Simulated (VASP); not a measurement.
The input files of a VASP run:

**INCAR**
```
# general
SYSTEM  = Zn
PREC    = Accurate
ENCUT   = 300
LREAL   = F
LASPH   = T

# electronic loop
EDIFF   = 1E-6
NELM    = 100
ALGO    = Normal
LMAXMIX = 4

# smearing
ISMEAR  = 0
SIGMA   = 0.2

# functional
GGA     = RE

# ions
ISIF    = 2

# output
LWAVE   = F
LCHARG  = F
```

File KPOINTS:
```
Automatic mesh
0
Gamma
18 18 5
0.5 0.5 0.5
```

POSCAR:
```
Zn
1.0
  2.7898300000   0.0000000000   0.0000000000
 -1.3949150000   2.4160640000   0.0000000000
  0.0000000000   0.0000000000   8.9762980000
Zn
4
Cart
  0.0000000000   0.0000000000   0.0000000000
  0.0000000000   0.0000000000   4.4881490000
 -0.0000013949   1.6107101387   2.2440745000
  1.3949163949   0.8053538613   6.7322235000
```

POTCAR, in this order: Zn (PBE.64 set). Program: vasp_std.

Problem. Write an equivalent input for Ansatz.

Solution. One equivalent input (not run):
Ansatz 0.2 input:
```yaml
crystal:
  lattice:
    - [2.7898300, 0.0000000, 0.0000000]
    - [-1.3949150, 2.4160640, 0.0000000]
    - [0.0000000, 0.0000000, 8.9762980]
  atoms:
    - { symbol: Zn, position: [0.0000000, 0.0000000, 0.0000000] }
    - { symbol: Zn, position: [0.0000000, 0.0000000, 0.5000000] }
    - { symbol: Zn, position: [0.3333330, 0.6666670, 0.2500000] }
    - { symbol: Zn, position: [0.6666670, 0.3333330, 0.7500000] }
kpoints:
  mp_grid: { grid: [18, 18, 5], shift: [0.5, 0.5, 0.5] }
hamiltonian:
  xc: revpbe
  pseudopotentials: { kind: paw }
scf:
  occupations: { method: gaussian, width: 0.2 }
  max_iter: 100
output: { forces: true, stress: true, eigenvalues: true }
```
Limits of the translation: each code has its own PAW files, so the cut-off isn't converted (ENCUT is set for VASP's; basis.ecutwfc is left out, and Ansatz then takes the one that its files recommend); Ansatz stops its SCF on the density residual and VASP on the energy change (EDIFF).

The structure was generated: Zn was put into an ordered model structure, which need not be its known phase. The cell was not relaxed at this level.
